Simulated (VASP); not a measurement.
MoI:

```
Mo I
1.0
     3.62326    0.00000    0.00000
     0.00000    3.62326    0.00000
     0.00000    0.00000    5.04208
Mo I
1 1
Direct
  0.50000 0.50000 0.50000
  0.00000 0.00000 0.50000
```

The cell was built by a generator and needn't be a form met in nature.

* Program: VASP 6.6.1
* Task: relaxation of cell and atoms
* Functional: PBE
* Dispersion: rVV10
* Potentials or basis: VASP PAW PBE potentials, release 64 (Mo_sv, I)
* Cutoff: 600 eV
* k mesh: 7 × 7 × 5
* Occupations: fermi-dirac, width 0.05 eV
* Spin: no spin polarisation

At the start: pressure 10.0 GPa; volume 33.10 Å³/atom.

**Question.** How do energy, volume and symmetry change on relaxing?

**Answer.** Over 17 steps the energy falls by 791.3 meV/atom and the volume is 23.53 Å³/atom (-28.9 %); space group P4/mmm (No. 123, to 0.05 Å).

The path:
```tsv
step	energy change (eV)	largest force (eV/Å)	pressure (GPa)	volume (Å³)
1	0.0000	0.0000	10.03	66.19
2	0.2509	0.0000	-8.56	86.98
3	-0.3974	0.0000	-2.31	74.14
4	-0.3994	0.0000	-1.83	73.66
5	-0.3995	0.0000	-1.66	73.50
6	-0.4824	0.0000	-2.06	70.63
7	-0.8365	0.0000	-3.41	61.97
8	-1.5056	0.0000	4.21	44.46
9	-1.3452	0.0000	-3.49	52.75
10	-1.5583	0.0000	-1.45	48.46
11	-1.5825	0.0000	0.07	47.05
12	-1.5800	0.0000	0.82	46.52
13	-1.5712	0.0000	-1.89	48.39
14	-1.5826	0.0000	-0.14	47.12
15	-1.5826	0.0000	-0.12	47.10
16	-1.5821	0.0000	0.40	46.90
17	-1.5827	0.0000	0.00	47.06
```

Final structure:
```
Mo I
1.0
     3.87114    0.00000    0.00000
     0.00000    3.87114    0.00000
     0.00000    0.00000    3.14004
Mo I
1 1
Direct
  0.50000 0.50000 0.50000
  0.00000 0.00000 0.50000
```

Caveat: the volume moved by over 15 % at a fixed basis, so the end points are rough; an odd number of electrons without spin polarisation forces a metal; a magnetic or distorted state may lie lower.
